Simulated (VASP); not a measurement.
Computed with vdW-DF2, VASP's PBE PAW potentials (set 64) (plane waves; VASP).

VASP ran on this input.

INCAR:
```
# general
SYSTEM   = CeO2
PREC     = Accurate
ENCUT    = 520   # plane-wave cut-off (eV)
LREAL    = .FALSE.
LASPH    = .TRUE.   # aspherical one-centre terms

# electronic loop
EDIFF    = 1E-7   # SCF stop (eV)
NELM     = 100   # most electronic steps
ALGO     = Normal   # blocked Davidson
LMAXMIX  = 6   # l cut-off of mixed one-centre charges

# smearing
ISMEAR   = 0   # Gaussian
SIGMA    = 0.05

# functional
GGA      = ML
LUSE_VDW = .TRUE.
AGGAC    = 0.0
ZAB_VDW  = -1.8867

# ions
ISIF     = 2   # forces and stress, cell fixed

# output
LWAVE    = .FALSE.
LCHARG   = .FALSE.
```

KPOINTS:
```
Automatic mesh
0
Gamma
7 7 7
0 0 0
```

**POSCAR**
```
CeO2
1
    0.0000000000     2.8466157356     2.8466157356
    2.8466157356     0.0000000000     2.8466157356
    2.8466157356     2.8466157356     0.0000000000
Ce O
1 2
Direct
  0.0000000000   0.0000000000   0.0000000000
  0.2500000000   0.2500000000   0.2500000000
  0.7500000000   0.7500000000   0.7500000000
```

POTCAR, in this order: Ce O (PBE.64 set). Program: vasp_std.

Question: What does the run give for the energy per atom (σ→0), pressure?

Answer: 
```yaml
energy per atom (σ→0): -6.598 eV/atom
pressure: -7.94 GPa
```

**OSZICAR**
```
...
DAV:  18    -0.197944202891E+02    0.51424E-03   -0.13686E-03   944   0.282E-01    0.223E-01
DAV:  19    -0.197945732814E+02   -0.15299E-03   -0.62827E-04   992   0.199E-01    0.213E-01
DAV:  20    -0.197939130163E+02    0.66027E-03   -0.45869E-03   880   0.568E-01    0.641E-02
DAV:  21    -0.197939434390E+02   -0.30423E-04   -0.63712E-04  1080   0.198E-01    0.568E-02
DAV:  22    -0.197939278165E+02    0.15623E-04   -0.32503E-05   856   0.523E-02    0.375E-02
DAV:  23    -0.197939113554E+02    0.16461E-04   -0.12489E-04   976   0.903E-02    0.444E-03
DAV:  24    -0.197939113438E+02    0.11599E-07   -0.75322E-07   864   0.656E-03
   1 F= -.19793911E+02 E0= -.19793911E+02  d E =-.659303E-11
```

The compound is CeO2 in the fluorite structure. This cell is one point of a volume scan, at 1.06 of the reference volume. The run is not spin-polarised, so no magnetic state was tried.
